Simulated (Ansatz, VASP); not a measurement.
## Two plane-wave programs on Si

```
Si
1.0
    -3.40031    3.40031    1.96562
     3.40031   -3.40031    1.96562
     3.40031    3.40031   -1.96562
Si
4
Direct
  0.17884 0.17884 0.35769
  0.82116 0.82116 0.64231
  0.17884 0.82116 0.00000
  0.82116 0.17884 0.00000
```

Change from the starting cell: strain +0.030 along x and y, +0.030 along z, atoms carried along.

Alike in both runs: task single point; functional LDA; k mesh 10 × 10 × 10; occupations gaussian, width 0.03 eV; no spin polarisation.

|  | VASP | Ansatz |
| --- | --- | --- |
| version | VASP 6.6.1 | Ansatz 0.2.0 |
| potentials or method | VASP PAW LDA potentials, release 64 (Si) | scalar-relativistic, plane waves, PAW |
| plane-wave cutoff (eV) | 520 | 420 |
| valence electrons in the cell | 16 | 16 |

|  | VASP | Ansatz | Ansatz less VASP |
| --- | --- | --- | --- |
| gap on the k mesh at the Fermi level (eV) | 0.33 | 0.33 | -0.003 |
| least direct gap on the mesh (eV) | 0.34 | 0.34 | 0.000 |
| pressure (GPa) | -6.5 | -6.5 | -0.01 |
| largest component of the traceless stress (GPa) | 0.29 | 0.28 | -0.015 |
| rms of the force components (eV/Å) | 0.067 | 0.069 | +0.0016 |

Atom by atom the forces differ by 0.002 eV/Å (rms over components).
